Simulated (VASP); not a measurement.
Computed with optB88-vdW, VASP's PBE PAW potentials (set 64) (plane waves; VASP).

A VASP calculation is set up with these files.

**POSCAR**
```
CeO2
1
    0.0000000000     2.7301582064     2.7301582064
    2.7301582064     0.0000000000     2.7301582064
    2.7301582064     2.7301582064    -0.0000000000
Ce O
1 2
Direct
  0.0000000000   0.0000000000   0.0000000000
  0.2500000000   0.2500000000   0.2500000000
  0.7500000000   0.7500000000   0.7500000000
```

### INCAR
```
PREC = Accurate
ISMEAR = 0   # Gaussian
NELM = 100   # most electronic steps
LCHARG = .False.
EDIFF = 1E-6   # SCF stop (eV)
ENCUT = 520   # plane-wave cut-off (eV)
SIGMA = 0.05
LASPH = .True.   # aspherical one-centre terms
LMAXMIX = 6
LUSE_VDW = .True.
NSW = 60   # most ionic steps
AGGAC = 0.0
SYSTEM = CeO2
IBRION = 2
LWAVE = .False.
PARAM2 = 0.22
GGA = BO
ISIF = 3
LREAL = .False.   # projection in real space or not
ALGO = Normal   # blocked Davidson
EDIFFG = -0.02   # ionic stop
PARAM1 = 0.1833333333
```

KPOINTS:
```
Automatic mesh
0
Gamma
6 6 6
0 0 0
```

POTCAR, in this order: Ce O (PBE.64 set). Program: vasp_std.

Task: Estimate the energy per atom (σ→0).

Result: 
```yaml
energy per atom (σ→0): -6.826 eV/atom
```

File OSZICAR:
```
...
DAV:  13    -0.204795973629E+02   -0.29671E-02   -0.26840E-02   856   0.120E+00    0.567E-01
DAV:  14    -0.204783327312E+02    0.12646E-02   -0.26661E-02   768   0.139E+00    0.196E-01
DAV:  15    -0.204785971139E+02   -0.26438E-03   -0.11250E-02   768   0.964E-01    0.249E-01
DAV:  16    -0.204781473592E+02    0.44975E-03   -0.54323E-03   704   0.690E-01    0.356E-02
DAV:  17    -0.204781422636E+02    0.50956E-05   -0.37837E-04   832   0.191E-01    0.247E-02
DAV:  18    -0.204781362823E+02    0.59813E-05   -0.24490E-05   720   0.505E-02    0.750E-03
DAV:  19    -0.204781360369E+02    0.24537E-06   -0.13765E-06   464   0.996E-03
   1 F= -.20478136E+02 E0= -.20478136E+02  d E =-.204781E+02
```

The compound is CeO2 in the fluorite structure. It was relaxed first. The start is the result of an earlier pass. The run is not spin-polarised, so no magnetic state was tried.
